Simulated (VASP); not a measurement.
Input of a VASP 6.6.1 run:

The input POSCAR:

```
P
1.0
    1.6582000000     -5.2420000000      0.0000000000
    1.6582000000      5.2420000000      0.0000000000
    0.0000000000      0.0000000000      4.3793000000
P
4
Direct
    0.8983800000      0.1016200000      0.0806800000
    0.6016200000      0.3983800000      0.5806800000
    0.1016200000      0.8983800000      0.9193200000
    0.3983800000      0.6016200000      0.4193200000
```

The input INCAR.step1:

```
SYSTEM = P
  PREC = Accurate
  ENCUT = 520
  EDIFF = 1E-5
  ISMEAR = 0
  SIGMA = 0.1
  LREAL = .FALSE.
  LASPH = .TRUE.
  NELM = 80
  ALGO = Normal
  ISIF = 2
  LWAVE = .TRUE.
  LCHARG = .FALSE.
  GGA = PE
```

File INCAR.step2:

```
SYSTEM = P
  PREC = Accurate
  ENCUT = 520
  EDIFF = 1E-6
  ISMEAR = 0
  SIGMA = 0.1
  LREAL = .FALSE.
  LASPH = .TRUE.
  NELM = 80
  ALGO = Normal
  ISIF = 2
  LWAVE = .FALSE.
  LCHARG = .FALSE.
  GGA = PE
  LHFCALC = .TRUE.
  HFSCREEN = 0.2
  PRECFOCK = Fast
  ISTART = 1
```

The input KPOINTS:

```
regular mesh
0
G
  6 6 4
  0 0 0
```

File KPOINTS_OPT:

```
path GXSRAZGYX1A1TY,ZT
12
line-mode
reciprocal
 0.0000000000  0.0000000000  0.0000000000  G
 0.2750161111  0.2750161111  0.0000000000  X

 0.2750161111  0.2750161111  0.0000000000  X
 0.0000000000  0.5000000000  0.0000000000  S

 0.0000000000  0.5000000000  0.0000000000  S
 0.0000000000  0.5000000000  0.5000000000  R

 0.0000000000  0.5000000000  0.5000000000  R
 0.2750161111  0.2750161111  0.5000000000  A

 0.2750161111  0.2750161111  0.5000000000  A
 0.0000000000  0.0000000000  0.5000000000  Z

 0.0000000000  0.0000000000  0.5000000000  Z
 0.0000000000  0.0000000000  0.0000000000  G

 0.0000000000  0.0000000000  0.0000000000  G
-0.5000000000  0.5000000000  0.0000000000  Y

-0.5000000000  0.5000000000  0.0000000000  Y
-0.2750161111  0.7249838889  0.0000000000  X1

-0.2750161111  0.7249838889  0.0000000000  X1
-0.2750161111  0.7249838889  0.5000000000  A1

-0.2750161111  0.7249838889  0.5000000000  A1
-0.5000000000  0.5000000000  0.5000000000  T

-0.5000000000  0.5000000000  0.5000000000  T
-0.5000000000  0.5000000000  0.0000000000  Y

 0.0000000000  0.0000000000  0.5000000000  Z
-0.5000000000  0.5000000000  0.5000000000  T
```

Potentials or basis: VASP PAW PBE potentials, release 64 (P).

Launch:

```bash
$ cat potpaw_PBE.64/P/POTCAR > POTCAR
$ cp INCAR.step1 INCAR
$ mpirun -np 1 vasp_std > vasp.out
$ cp INCAR.step2 INCAR
$ mpirun -np 1 vasp_std > vasp.out
```

Predict the largest force.

0.336 eV/Å.

Estimate the band gap on the k mesh.

0.26 eV, direct.

Predict the pressure.

-0.8 GPa.

Estimate the band gap along the path.

0.26 eV, direct.

Stress tensor (GPa, compression positive):
```
-0.88  0.00  0.00
 0.00 -0.53  0.00
 0.00  0.00 -0.89
```

Caveat: the PAW data sets were made with another functional, which shifts forces and pressure a little.
